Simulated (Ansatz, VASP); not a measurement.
## Two plane-wave programs on Hf3Co

```xyz
4
Lattice="4.2455 0.0000 0.0000 0.0000 4.2455 0.0000 0.0000 0.0000 4.2455" Properties=species:S:1:pos:R:3 pbc="T T T"
Hf    0.0000    2.1228    2.1228
Hf    2.1228    0.0000    2.1228
Hf    2.1228    2.1228    0.0000
Co    0.0000    0.0000    0.0000
```

Alike in both runs: functional PBE; k mesh 4 × 4 × 4; occupations gaussian, width 0.1 eV; no spin polarisation.

Ansatz relaxed the structure, and its values are those at the end. VASP's run is a single point on that final structure, the one shown.

```csv
,VASP,Ansatz
version,VASP 6.6.1,Ansatz 0.2.0
potentials or method,"VASP PAW PBE potentials, release 64 (Hf_pv, Co)","scalar-relativistic, plane waves, PAW"
plane-wave cutoff (eV),520,420
valence electrons in the cell,39,95
```

|  | VASP | Ansatz | Ansatz less VASP |
| --- | --- | --- | --- |
| gap on the k mesh at the Fermi level (eV) | none | none | - |
| pressure (GPa) | -0.1 | -0.1 | +0.06 |

A gap of «none» marks a metal or a gap that the smearing closes. The two sets of potentials don't hold the same shells in valence.

Caveats: the k mesh is coarse (spacing up to 0.37 Å⁻¹), so the values aren't converged. Spin-orbit coupling is left out, which matters for the levels of Hf. Spin polarisation is off, so any magnetic state and its effect on volume and gap are missing.
